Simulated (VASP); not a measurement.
Input:

```
CELL_PARAMETERS angstrom
      0.00000     2.77845     2.77845
      2.77845     0.00000     2.77845
      2.77845     2.77845     0.00000
ATOMIC_POSITIONS crystal
  Na 0.00000 0.00000 0.00000
  Cl 0.50000 0.50000 0.50000
```

Calculation: r2SCAN+rVV10, VASP's PBE PAW potentials (set 64) (plane waves; VASP). Settings: 520 eV cut-off, 7×7×7 Γ-centred mesh, Gaussian smearing of 0.050 eV, potentials Na_pv Cl.

Problem. Estimate the energy per atom (σ→0), band gap (on the k-mesh) with the smallest direct gap where there is one.

Solution. 
```json
{
 "band gap (on the k-mesh)": "6.03 eV",
 "smallest direct gap (on the k-mesh)": "6.03 eV",
 "energy per atom (σ→0)": "-6.660 eV/atom"
}
```

The absolute energy has meaning only against runs of the same code, potentials and settings.

The compound is NaCl in the rock salt structure. It was relaxed first. The start is the result of an earlier pass.
